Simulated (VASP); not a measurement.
All values below come from SCAN meta-GGA, VASP's PBE PAW potentials (set 64) (plane waves; VASP).

VASP input:

File KPOINTS:
```
Automatic mesh
0
Gamma
10 10 10
0 0 0
```

**POSCAR**
```
Sb
1
    3.1600000000     0.0000000000     0.0000000000
    0.0000000000     3.1600000000     0.0000000000
    0.0000000000     0.0000000000     3.1600000000
Sb
1
Direct
  0.0000000000   0.0000000000   0.0000000000
```

**INCAR**
```
SIGMA = 0.1
LASPH = .TRUE.   # aspherical one-centre terms
LREAL = .FALSE.
EDIFFG = -0.01
ISIF = 3
LMIXTAU = .TRUE.
ALGO = Normal
ENCUT = 400
LMAXMIX = 4   # l cut-off of mixed one-centre charges
LCHARG = .FALSE.
NELM = 100   # most electronic steps
EDIFF = 1E-6
PREC = Accurate
IBRION = 2   # conjugate gradients
NSW = 60   # most ionic steps
LWAVE = .FALSE.
METAGGA = SCAN
ISMEAR = 1   # Methfessel-Paxton
SYSTEM = Sb
```

POTCAR, in this order: Sb (PBE.64 set). Program: vasp_std.

What VASP printed:

OSZICAR:
```
       N       E                     dE             d eps       ncg     rms          rms(c)
DAV:   1    -0.263897992418E+02   -0.26390E+02   -0.14692E+03   678   0.442E+02
DAV:   2    -0.374751596700E+02   -0.11085E+02   -0.10631E+02   942   0.692E+01
DAV:   3    -0.376900832820E+02   -0.21492E+00   -0.21476E+00   786   0.106E+01
DAV:   4    -0.376912538535E+02   -0.11706E-02   -0.11706E-02   984   0.101E+00
DAV:   5    -0.376912559793E+02   -0.21257E-05   -0.21253E-05   804   0.300E-02    0.885E-01
DAV:   6    -0.372976675592E+02    0.39359E+00   -0.28306E-01   756   0.405E+00    0.768E-01
DAV:   7    -0.372281596107E+02    0.69508E-01   -0.43708E-01   678   0.663E+00    0.271E-01
DAV:   8    -0.369791486749E+02    0.24901E+00   -0.18689E-01   672   0.673E+00    0.135E-01
DAV:   9    -0.372226544484E+02   -0.24351E+00   -0.11961E-01   672   0.523E+00    0.123E-01
DAV:  10    -0.372284227225E+02   -0.57683E-02   -0.32262E-03   780   0.751E-01    0.524E-02
DAV:  11    -0.372231373431E+02    0.52854E-02   -0.11202E-02   672   0.113E+00    0.822E-02
DAV:  12    -0.372233799442E+02   -0.24260E-03   -0.76097E-03   678   0.121E+00    0.702E-02
DAV:  13    -0.372233681931E+02    0.11751E-04   -0.83451E-05   744   0.935E-02    0.642E-02
DAV:  14    -0.372238199986E+02   -0.45181E-03   -0.70476E-04   672   0.302E-01    0.825E-02
DAV:  15    -0.372227583838E+02    0.10616E-02   -0.49571E-04   672   0.293E-01    0.102E-01
DAV:  16    -0.372242009422E+02   -0.14426E-02   -0.14538E-03   678   0.438E-01    0.460E-02
DAV:  17    -0.372242797271E+02   -0.78785E-04   -0.10363E-04   672   0.122E-01    0.445E-02
DAV:  18    -0.372242412699E+02    0.38457E-04   -0.74962E-05   690   0.930E-02    0.409E-02
DAV:  19    -0.372241856738E+02    0.55596E-04   -0.29323E-05   690   0.592E-02    0.254E-02
DAV:  20    -0.372241727020E+02    0.12972E-04   -0.11435E-05   744   0.381E-02    0.190E-02
DAV:  21    -0.372241722294E+02    0.47260E-06   -0.89320E-07   708   0.112E-02
   1 F= -.37224172E+02 E0= -.37224178E+02  d E =-.372242E+02
       N       E                     dE             d eps       ncg     rms          rms(c)
DAV:   1    -0.373668306360E+02   -0.14266E+00   -0.34198E+00   702   0.119E+01    0.126E+00
DAV:   2    -0.372789947961E+02    0.87836E-01   -0.29723E-01   678   0.644E+00    0.838E-01
DAV:   3    -0.372424993008E+02    0.36495E-01   -0.13899E-01   672   0.485E+00    0.129E-01
DAV:   4    -0.372523062555E+02   -0.98070E-02   -0.10505E-01   678   0.418E+00    0.474E-02
DAV:   5    -0.372465738780E+02    0.57324E-02   -0.16672E-02   678   0.155E+00    0.109E-01
DAV:   6    -0.372457905614E+02    0.78332E-03   -0.10979E-03   690   0.397E-01    0.157E-01
DAV:   7    -0.372462045736E+02   -0.41401E-03   -0.31334E-03   672   0.588E-01    0.293E-02
DAV:   8    -0.372461073267E+02    0.97247E-04   -0.14902E-04   714   0.179E-01    0.107E-02
DAV:   9    -0.372461064428E+02    0.88390E-06   -0.13084E-06   744   0.153E-02
   2 F= -.37246106E+02 E0= -.37246125E+02  d E =-.219342E-01
       N       E                     dE             d eps       ncg     rms          rms(c)
DAV:   1    -0.372898900062E+02   -0.43783E-01   -0.48854E-01   708   0.467E+00    0.428E-01
DAV:   2    -0.372663305758E+02    0.23559E-01   -0.98004E-02   678   0.353E+00    0.340E-01
DAV:   3    -0.372742279904E+02   -0.78974E-02   -0.51309E-02   678   0.255E+00    0.840E-02
DAV:   4    -0.372613991547E+02    0.12829E-01   -0.24737E-02   678   0.169E+00    0.193E-02
DAV:   5    -0.372615511174E+02   -0.15196E-03   -0.21653E-03   678   0.609E-01    0.221E-02
DAV:   6    -0.372614396944E+02    0.11142E-03   -0.10185E-04   726   0.119E-01    0.190E-02
DAV:   7    -0.372614256602E+02    0.14034E-04   -0.12729E-04   672   0.182E-01    0.782E-03
DAV:   8    -0.372613922624E+02    0.33398E-04   -0.12483E-04   672   0.146E-01    0.281E-03
DAV:   9    -0.372613911439E+02    0.11185E-05   -0.17937E-06   750   0.153E-02    0.284E-03
DAV:  10    -0.372613909492E+02    0.19469E-06   -0.51930E-08   342   0.296E-03
   3 F= -.37261391E+02 E0= -.37261331E+02  d E =-.372187E-01
```

OUTCAR:
```
------------------------ aborting loop because EDIFF is reached ----------------------------------------
  FORCE on cell =-STRESS in cart. coord.  units (eV):
  Direction    XX          YY          ZZ          XY          YZ          ZX
  --------------------------------------------------------------------------------------
  Total       -0.0049499     -0.0049499     -0.0049499      0.0000000      0.0000000      0.0000000
  in kB       -0.2725736     -0.2725736     -0.2725736      0.0000000      0.0000000      0.0000000
  external PRESSURE =      -0.2725736 kB  Pullay stress =       0.0000000 kB
  volume of cell :       29.10
      direct lattice vectors                 reciprocal lattice vectors
     3.075688548  0.000000000 -0.000000000     0.325130450  0.000000000 -0.000000000
    -0.000000000  3.075688548 -0.000000000    -0.000000000  0.325130450  0.000000000
     0.000000000 -0.000000000  3.075688548     0.000000000  0.000000000  0.325130450
 POSITION                                       TOTAL-FORCE (eV/Angst)
 -----------------------------------------------------------------------------------
      0.00000      0.00000      0.00000         0.000000     -0.000000      0.000000
 -----------------------------------------------------------------------------------
    total drift:                                0.000000      0.000000      0.000000
  FREE ENERGIE OF THE ION-ELECTRON SYSTEM (eV)
  ---------------------------------------------------
  free  energy   TOTEN  =       -37.2613909492 eV

  energy  without entropy=      -37.2612114760  energy(sigma->0) =      -37.26133112

 reached required accuracy - stopping structural energy minimisation
```
(Selected blocks of OUTCAR.)

### CONTCAR
```
Sb
   1.00000000000000
     3.0756885475011249    0.0000000000000000   -0.0000000000000000
    -0.0000000000000000    3.0756885475011249   -0.0000000000000000
     0.0000000000000000   -0.0000000000000000    3.0756885475011249
  Sb
     1
Direct
     0.0000000000000000    0.0000000000000000    0.0000000000000000
```

Energy and stress use the plane-wave basis of the starting cell.

The structure comes from a measured Sb entry (Pm-3m) of the Crystallography Open Database, whose conditions weren't checked. This run relaxes it. Symmetry was kept, so distortions that lower it aren't found.
